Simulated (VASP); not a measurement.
# Cd2TeO (P-4m2) in VASP: notebook

One crystal, Cd2TeO, is run at these levels: PBE; tasks: relaxation of cell and atoms.

Program: VASP 6.6.1. These are calculated values, not measurements. Logs are shortened: lines on timing, memory, paths and dates and some standing lists are left out, and cuts for length are marked.

### 1 Starting point

Symmetry: P-4m2, No. 115, tetragonal system. Conventional cell: a = 4.167 Å, b = 4.167 Å, c = 5.768 Å, α = 90.00°, β = 90.00°, γ = 90.00°. Around Cd (site symmetry 2mm) lie 2 O at 2.31 Å. Te (site symmetry -4m2) has 4 Cd at 2.81 Å as nearest neighbours. Around O (site symmetry -4m2) lie 4 Cd at 2.31 Å.

The cell was built by a generator and needn't be a form met in nature.

### 2 Relaxation of cell and atoms, PBE

INCAR

```
PREC = Accurate
ENCUT = 520
EDIFF = 1E-6
ISMEAR = 0
SIGMA = 0.1
LREAL = False
LASPH = True
NELM = 120
ALGO = Normal
ISIF = 3
LWAVE = False
LCHARG = False
GGA = PE
IBRION = 2
NSW = 90
EDIFFG = -0.01
KPAR = 4
```

KPOINTS

```
regular mesh
0
Gamma
  8 8 6
```

POSCAR

```
Cd2TeO
1.0
    4.1670000000      0.0000000000      0.0000000000
    0.0000000000      4.1670000000      0.0000000000
    0.0000000000      0.0000000000      5.7680000000
Cd Te O
2 1 1
Direct
    0.5000000000      0.0000000000      0.6742371700
    0.0000000000      0.5000000000      0.3257628300
    0.0000000000      0.0000000000      0.0000000000
    0.5000000000      0.5000000000      0.5000000000
```

Potentials or basis: VASP PAW PBE potentials, release 64 (Cd, Te, O).

The run is started by

```bash
cat potpaw_PBE.64/Cd/POTCAR potpaw_PBE.64/Te/POTCAR potpaw_PBE.64/O/POTCAR > POTCAR
mpirun -np 4 vasp_std > vasp.out
```

OUTCAR:

```text
PREC = Accurate
   ENCUT = 520
   EDIFF = 1E-6
   ISMEAR = 0
   LREAL = False
   LASPH = True
   NELM = 120
   ISIF = 3
   GGA = PE
   IBRION = 2
   NSW = 90
   EDIFFG = -0.01

 ion  position               nearest neighbor table
   1  0.500  0.000  0.674-   4 2.31   4 2.31   3 2.81   3 2.81   2 3.57   2 3.57   2 3.57   2 3.57

   2  0.000  0.500  0.326-   4 2.31   4 2.31   3 2.81   3 2.81   1 3.57   1 3.57   1 3.57   1 3.57

   3  0.000  0.000  0.000-   1 2.81   2 2.81   2 2.81   1 2.81
   4  0.500  0.500  0.500-   1 2.31   2 2.31   1 2.31   2 2.31

  LATTYP: Found a simple tetragonal cell.
 ALAT       =     4.1670000000
 C/A-ratio  =     1.3842092633

  Lattice vectors:

 A1 = (   4.1670000000,   0.0000000000,   0.0000000000)
 A2 = (   0.0000000000,   4.1670000000,   0.0000000000)
 A3 = (   0.0000000000,   0.0000000000,   5.7680000000)

Analysis of symmetry for initial positions (statically):
=====================================================================
 Subroutine PRICEL returns:
 Original cell was already a primitive cell.

 Routine SETGRP: Setting up the symmetry group for a
 simple tetragonal supercell.

 Subroutine GETGRP returns: Found  8 space group operations
 (whereof  8 operations were pure point group operations)
 out of a pool of 16 trial point group operations.

The static configuration has the point symmetry D_2d.

Analysis of symmetry for dynamics (positions and initial velocities):
=====================================================================
 Subroutine PRICEL returns:
 Original cell was already a primitive cell.

 Routine SETGRP: Setting up the symmetry group for a
 simple tetragonal supercell.

 Subroutine GETGRP returns: Found  8 space group operations
 (whereof  8 operations were pure point group operations)
 out of a pool of 16 trial point group operations.

The dynamic configuration has the point symmetry D_2d.

 Subroutine INISYM returns: Found  8 space group operations
 (whereof  8 operations are pure point group operations),
 and found     1 'primitive' translations

----------------------------------------------------------------------------------------

                                     Primitive cell

  volume of cell :     100.1549

  direct lattice vectors                    reciprocal lattice vectors
     4.167000000  0.000000000  0.000000000     0.239980802  0.000000000  0.000000000
[... 109 lines left out ...]
     AMIX     =   0.40;   BMIX     =  1.00
     AMIX_MAG =   1.60;   BMIX_MAG =  1.00
  volume/ion in A,a.u.               =      25.04       168.97
  Fermi-wavevector in a.u.,A,eV,Ry     =   1.163996  2.199634 18.434360  1.354887
  Thomas-Fermi vector in A             =   2.300539
   LORBIT       =      0    0 simple, 1 ext, 2 COOP (PROOUT), +10 PAW based schemes
   GGA     = PE    functional components
   LHFCALC =     F    Hartree Fock is set to
   AEXX    =    0.0000 exact exchange contribution
   IVDW    =     0    specifies the selected vdW correction
   LEPSILON=     F    determine dielectric tensor
   LRPA    =     F    only Hartree local field effects (RPA)
 conjugate gradient relaxation of ions
 non-spin polarized calculation
 Gauss-broadening in eV      SIGMA  =   0.10
  energy-cutoff  :      520.00
  volume of cell :      100.15
 maximum number of plane-waves:      2716
 NGX is ok and might be reduce to    32
   NGX = 15   NGY = 15   NGZ = 21

--------------------------------------- Ionic step        1  -------------------------------------------

 number of electron      36.0000011 magnetization

 Free energy of the ion-electron system (eV)
  ---------------------------------------------------
  ext. energy  EPLUGINS =         0.00000000
  ---------------------------------------------------
  free energy    TOTEN  =       -11.83592345 eV

  energy without entropy =      -11.83199441  energy(sigma->0) =      -11.83395893

------------------------ aborting loop because EDIFF is reached ----------------------------------------

  FORCE on cell =-STRESS in cart. coord.  units (eV):
  Direction    XX          YY          ZZ          XY          YZ          ZX
  --------------------------------------------------------------------------------------
  -------------------------------------------------------------------------------------
  Total        0.1748945      0.1748945      0.0758809      0.0000000      0.0000000     -0.0000000
  in kB        2.7977858      2.7977858      1.2138660      0.0000000      0.0000000     -0.0000000
  external PRESSURE =       2.2698125 kB  Pullay stress =       0.0000000 kB
[... 95 lines left out ...]
  FREE ENERGIE OF THE ION-ELECTRON SYSTEM (eV)
  ---------------------------------------------------
  free  energy   TOTEN  =       -11.8365811718 eV

  energy  without entropy=      -11.8326367322  energy(sigma->0) =      -11.83460895

[... ionic steps 4 to 7 ...]

--------------------------------------- Ionic step        8  -------------------------------------------

 number of electron      36.0000011 magnetization

------------------------ aborting loop because EDIFF is reached ----------------------------------------
[... 71 lines left out ...]
--------------------------------------- Ionic step       10  -------------------------------------------

 number of electron      36.0000011 magnetization

 Free energy of the ion-electron system (eV)
  ---------------------------------------------------
  ext. energy  EPLUGINS =         0.00000000
  ---------------------------------------------------
  free energy    TOTEN  =       -11.83797234 eV

  energy without entropy =      -11.83439400  energy(sigma->0) =      -11.83618317

 E-fermi :   2.1385     XC(G=0):  -9.2142

 val. band max:        2.1227335964   @ k =   0.5000   0.0000   0.5000
 cond. band min:       2.1713663796   @ k =   0.0000   0.0000   0.1667
 fundamental gap:      0.0486327831
 Fermi energy:         2.1384536953

 k-point     1 :       0.0000    0.0000    0.0000
  band No.  band energies     occupation
      1     -15.0281      2.00000
      2      -8.9450      2.00000
      3      -6.1385      2.00000
      4      -6.1385      2.00000
      5      -6.0404      2.00000
      6      -5.9611      2.00000
[... 589 lines left out ...]
     21       7.1478      0.00000
     22       7.3094      0.00000

 [... further k-points ...]
[... 5 lines left out ...]
  --------------------------------------------------------------------------------------
  -------------------------------------------------------------------------------------
  Total       -0.0036914     -0.0036914     -0.0033560      0.0000000      0.0000000     -0.0000000
  in kB       -0.0589643     -0.0589643     -0.0536069      0.0000000      0.0000000     -0.0000000
  external PRESSURE =      -0.0571785 kB  Pullay stress =       0.0000000 kB
[... 19 lines left out ...]
  FREE ENERGIE OF THE ION-ELECTRON SYSTEM (eV)
  ---------------------------------------------------
  free  energy   TOTEN  =       -11.8379723367 eV

  energy  without entropy=      -11.8343940043  energy(sigma->0) =      -11.83618317

 reached required accuracy - stopping structural energy minimisation
```

It took 2.3 min on 4 MPI ranks of Intel Xeon Platinum 8488C (Sapphire Rapids), shared host; peak memory 0.32 GiB.

What came out:

```
Free energy                            : -11.8380 eV
Relaxed volume                         : 25.08 Å³/atom
Relaxed cell                           : a = 4.199 Å, b = 4.199 Å, c = 5.689 Å, α = 90.00°, β = 90.00°, γ = 90.00°
Space group after relaxing (to 0.05 Å) : P-4m2 (No. 115)
Energy gained by relaxing              : 0.5 meV/atom
Ionic steps                            : 10
Pressure after relaxing                : 0.0 GPa
Largest force after relaxing           : 0.007 eV/Å
Band gap on the k mesh                 : none (metal or under the smearing width)
```

Forces in eV/Å, atoms in the order of the input:
```
Cd   0.000  0.000 -0.007
Cd   0.000  0.000  0.007
Te   0.000  0.000  0.000
O    0.000  0.000  0.000
```

The path:
```csv
step,energy change (eV),largest force (eV/Å),pressure (GPa),volume (Å³)
1,0.0000,0.0624,0.23,100.15
2,-0.0007,0.0390,-0.05,100.67
3,-0.0007,0.0363,-0.10,100.74
4,-0.0010,0.0236,-0.09,100.67
5,-0.0015,0.0136,-0.03,100.47
6,-0.0016,0.0231,-0.01,100.41
7,-0.0018,0.0128,0.02,100.33
8,-0.0020,0.0074,0.07,100.18
9,-0.0019,0.0047,-0.13,100.54
10,-0.0020,0.0068,-0.01,100.30
```

Final structure:
```cif
data_structure
_symmetry_space_group_name_H-M 'P 1'
_symmetry_Int_Tables_number 1
_cell_length_a 4.1991
_cell_length_b 4.1991
_cell_length_c 5.6886
_cell_angle_alpha 90.000
_cell_angle_beta 90.000
_cell_angle_gamma 90.000
_cell_volume 100.30
loop_
_atom_site_label
_atom_site_type_symbol
_atom_site_fract_x
_atom_site_fract_y
_atom_site_fract_z
_atom_site_occupancy
Cd1 Cd 0.50000 0.00000 0.67111 1
Cd2 Cd 0.00000 0.50000 0.32889 1
Te1 Te 0.00000 0.00000 0.00000 1
O1 O 0.50000 0.50000 0.50000 1
```

Levels at points of the mesh, in eV from the Fermi level:
| k point | band 14 | band 15 | band 16 | band 17 | band 18 | band 19 | band 20 | band 21 | band 22 |
| --- | --- | --- | --- | --- | --- | --- | --- | --- | --- |
| (0.00, 0.00, 0.00) | -2.70 | -2.70 | -1.13 | -0.76 | -0.16 | -0.16 | 3.68 | 3.80 | 6.87 |
| (0.50, 0.00, 0.00) | -3.81 | -2.30 | -2.27 | -2.10 | -0.13 | 2.23 | 2.45 | 4.13 | 4.91 |
| (0.50, 0.50, 0.00) | -4.29 | -2.40 | -1.99 | -1.99 | -1.54 | 1.92 | 3.07 | 3.67 | 3.67 |
| (0.00, 0.00, 0.50) | -2.50 | -2.50 | -2.03 | -0.32 | -0.32 | 2.10 | 3.11 | 4.31 | 4.92 |
| (0.50, 0.00, 0.50) | -4.10 | -2.26 | -1.30 | -1.25 | -0.02 | 0.49 | 3.71 | 4.62 | 6.03 |
| (0.50, 0.50, 0.50) | -4.14 | -2.77 | -2.49 | -2.44 | -2.44 | 3.20 | 3.20 | 4.23 | 5.54 |

The run has no spin-orbit coupling, so splittings on Te are missing.

### 3 Relaxation of cell and atoms, PBE

INCAR, as its differences from that of step 2:

```diff
@@ -2,3 +2,3 @@
 ENCUT = 520
-EDIFF = 1E-6
+EDIFF = 1E-7
 ISMEAR = 0
@@ -14,4 +14,5 @@
 IBRION = 2
-NSW = 90
-EDIFFG = -0.01
+NSW = 60
+EDIFFG = -0.005
+POTIM = 0.3
 KPAR = 4
```

KPOINTS is that of step 2.

POSCAR

```
Cd2TeO                                  
1.0
    4.1990560468      0.0000000000     -0.0000000000
    0.0000000000      4.1990560468      0.0000000000
   -0.0000000000      0.0000000000      5.6885822899
  Cd              Te              O             
     2     1     1
Direct
     0.5000000000000000    1.0000000000000000    0.6711065474940378
     0.0000000000000000    0.5000000000000000    0.3288934525059624
     0.0000000000000000    0.0000000000000000    0.0000000000000000
     0.5000000000000000    0.5000000000000000    0.5000000000000000
```

Potentials or basis: VASP PAW PBE potentials, release 64 (Cd, Te, O).

The run is started by

```bash
cat potpaw_PBE.64/Cd/POTCAR potpaw_PBE.64/Te/POTCAR potpaw_PBE.64/O/POTCAR > POTCAR
mpirun -np 4 vasp_std > vasp.out
```

It took 37 s on 4 MPI ranks of Intel Xeon Platinum 8488C (Sapphire Rapids), shared host; peak memory 0.29 GiB.

The run converged. Its results:

* Free energy: -11.8380 eV
* Energy gained by relaxing: 0.0 meV/atom
* Ionic steps: 2
* Pressure after relaxing: 0.0 GPa
* Largest force after relaxing: 0.004 eV/Å
* Band gap on the k mesh: none (metal or under the smearing width)

Forces on the atoms (eV/Å):
```
Cd   0.000  0.000 -0.004
Cd   0.000  0.000  0.004
Te   0.000  0.000  0.000
O    0.000  0.000  0.000
```

Final structure:
```yaml
crystal:
  lattice:
    - [4.19911, 0.00000, 0.00000]
    - [0.00000, 4.19911, 0.00000]
    - [0.00000, 0.00000, 5.68874]
  atoms:
    - { symbol: Cd, position: [0.50000, 0.00000, 0.67108] }
    - { symbol: Cd, position: [0.00000, 0.50000, 0.32892] }
    - { symbol: Te, position: [0.00000, 0.00000, 0.00000] }
    - { symbol: O, position: [0.50000, 0.50000, 0.50000] }
```

Levels at points of the mesh, in eV from the Fermi level:
```
           k point  band 14  band 15  band 16  band 17  band 18  band 19  band 20  band 21  band 22
(0.00, 0.00, 0.00)    -2.70    -2.70    -1.13    -0.76    -0.16    -0.16     3.68     3.80     6.87
(0.50, 0.00, 0.00)    -3.81    -2.30    -2.27    -2.10    -0.13     2.23     2.44     4.13     4.91
(0.50, 0.50, 0.00)    -4.29    -2.40    -1.99    -1.99    -1.54     1.92     3.07     3.67     3.67
(0.00, 0.00, 0.50)    -2.50    -2.50    -2.03    -0.32    -0.32     2.10     3.11     4.31     4.92
(0.50, 0.00, 0.50)    -4.10    -2.26    -1.30    -1.25    -0.02     0.49     3.71     4.62     6.03
(0.50, 0.50, 0.50)    -4.14    -2.77    -2.49    -2.44    -2.44     3.19     3.19     4.23     5.54
```

Spin-orbit coupling is left out, which matters for the levels of Te.
